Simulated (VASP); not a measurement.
An input for Ansatz (written as the equivalent of a VASP run, and not itself run):

Ansatz 0.2 input:
```yaml
crystal:
  lattice:
    - [1.5741990, 0.9088641, 6.3512987]
    - [-1.5741990, 0.9088641, 6.3512987]
    - [0.0000000, -1.8177283, 6.3512987]
  atoms:
    - { symbol: W, position: [0.0006897, 0.0006897, 0.0006897] }
    - { symbol: S, position: [0.2517594, 0.2517594, 0.2517594] }
    - { symbol: S, position: [0.4162509, 0.4162509, 0.4162509] }
kpoints:
  mp_grid: { grid: [7, 7, 7] }
hamiltonian:
  xc: pbesol
  pseudopotentials: { kind: paw }
scf:
  occupations: { method: gaussian, width: 0.05 }
  max_iter: 100
relax:
  max_steps: 60
  f_tol: 0.02
  cell: {}
output: { forces: true, stress: true, eigenvalues: true }
```

### Question
Translate this input to VASP (INCAR, KPOINTS, POSCAR, choice of POTCAR).

### Answer
Several could match; the one computed here: 
POSCAR:
```
WS2
1.0
  1.5741990119   0.9088641489   6.3512987437
 -1.5741990119   0.9088641489   6.3512987437
  0.0000000000  -1.8177282978   6.3512987437
W S
1 2
Cart
  0.0000000000  -0.0000000000   0.0131410702
  0.0000000000   0.0000000000   4.7969974275
 -0.0000000000   0.0000000000   7.9312019139
```

INCAR:
```
! general
SYSTEM   =  WS2
PREC     =  Accurate
ENCUT    =  400
LREAL    =  F
LASPH    =  T

! electronic loop
EDIFF    =  1E-6
NELM     =  100
ALGO     =  Normal
LMAXMIX  =  6

! smearing
ISMEAR   =  0
SIGMA    =  0.05

! functional
GGA      =  PS

! ions
IBRION   =  2
NSW      =  60
ISIF     =  3
EDIFFG   =  -0.02

! output
LWAVE    =  F
LCHARG   =  F
```

File KPOINTS:
```
Automatic mesh
0
Gamma
7 7 7
0 0 0
```

POTCAR, in this order: W_sv S (PBE.64 set). Program: vasp_std.

What does not carry over: each code has its own PAW files, so the cut-off isn't converted (ENCUT is set for VASP's; basis.ecutwfc is left out, and Ansatz then takes the one that its files recommend); Ansatz stops its SCF on the density residual and VASP on the energy change (EDIFF).

The structure comes from a measured WS2 entry (R3m) of the Crystallography Open Database, whose conditions weren't checked. It was relaxed first. The start is the result of an earlier pass.
